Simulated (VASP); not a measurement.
Runs of VASP 6.6.1 on Hf. The cell holds a slab with vacuum, 7 atoms: a = 3.197 Å, b = 3.197 Å, c = 30.173 Å, α = 90.00°, β = 90.00°, γ = 120.00°. 

| level | U | gap on the mesh (eV) | largest force (eV/Å) | work function (eV) |
| --- | --- | --- | --- | --- |
| PBE+U | Hf d U = 8 eV | none | 1.28 | (b) |
| PBE | - | none | 0.84 | 4.40 |
| PBE+U | Hf d U = 3 eV | none | 0.69 | (a) |
| PBE+U | Hf d U = 6 eV | none | 0.78 | 4.54 |
| PBE+U | Hf d U = 4 eV | none | 0.60 | 4.51 |
| PBE+U | Hf d U = 2 eV | none | 0.74 | 4.46 |
| PBE+U | Hf d U = 5 eV | none | 0.53 | 4.54 |

Alike in all rows: task single point; potentials or basis VASP PAW PBE potentials, release 64 (Hf_pv); no spin polarisation; cell as given; k mesh 7 × 7 × 1; cutoff (eV) 520; smearing fermi-dirac 0.05 eV.

Q: Estimate the missing entries.

A: (a) 4.45; (b) 4.52.

Caveats: U without spin polarisation on a metal has little footing (some runs); the U is typed as a test and isn't derived for this compound (some runs).

A k mesh can miss the band edges, and the runs leave out spin-orbit coupling on Hf.

A gap of «none» marks a metal or a gap under the smearing width.
